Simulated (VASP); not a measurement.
Write the native input for VASP 6.6.1 that does the following.

| Property | Result |
| --- | --- |
| Task | relaxation of cell and atoms |
| Functional | PBEsol |
| Potentials or basis | VASP PAW PBE potentials, release 64 (Ti_sv, C) |
| Cutoff | 520 eV |
| k mesh | 16 × 16 × 16 |
| Occupations | gaussian, width 0.1 eV |
| Spin | no spin polarisation |
| Further INCAR settings | ALGO = Fast; EDIFF = 1e-07; IBRION = 2; EDIFFG = -0.002; NSW = 80; ISIF = 3 |

The structure of TiC lies in POSCAR:

```
TiC                                     
1.0
    0.0000000000      2.1473938484      2.1473938484
    2.1473938484     -0.0000000000      2.1473938484
    2.1473938484      2.1473938484     -0.0000000000
  Ti              C             
     1     1
Direct
     0.0000000000000000    0.0000000000000000    0.0000000000000000
     0.5000000000000000    0.5000000000000000    0.5000000000000000
```

One way to write it, as run:

INCAR

```
ALGO     = Fast           # electronic algorithm
EDIFF    = 1E-7           # SCF threshold, eV
EDIFFG   = -0.002         # ionic threshold
ENCUT    = 520            # plane-wave cutoff, eV
GGA      = PS             # functional
IBRION   = 2              # ionic algorithm
ISIF     = 3              # what is computed and relaxed
ISMEAR   = 0              # smearing method
KPAR     = 4            
LASPH    = True           # aspherical terms in the spheres
LCHARG   = False          # write CHGCAR
LREAL    = False          # projectors in reciprocal space
LWAVE    = False          # write WAVECAR
NELM     = 100            # most SCF steps
NSW      = 80             # ionic steps
PREC     = Accurate       # precision mode
SIGMA    = 0.1            # smearing width, eV
```

KPOINTS

```
k-points
0
Gamma
  16 16 16
```

Potentials or basis: VASP PAW PBE potentials, release 64 (Ti_sv, C).

Run with:

```console
$ cat potpaw_PBE.64/Ti_sv/POTCAR potpaw_PBE.64/C/POTCAR > POTCAR
$ mpirun -np 4 vasp_std > vasp.out
```

Results of the run:

| Item | Value |
| --- | --- |
| Pressure after relaxing | 0.0 GPa |
| Band gap on the k mesh | none (metal or under the smearing width) |

Caveat: the relaxation stopped at its first step, so nothing moved; the PAW data sets were made with another functional, which shifts forces and pressure a little.

It took 40 s on 4 MPI ranks on AMD EPYC 7R13 Processor (Zen 3) (shared host), peak memory 0.14 GiB a rank.
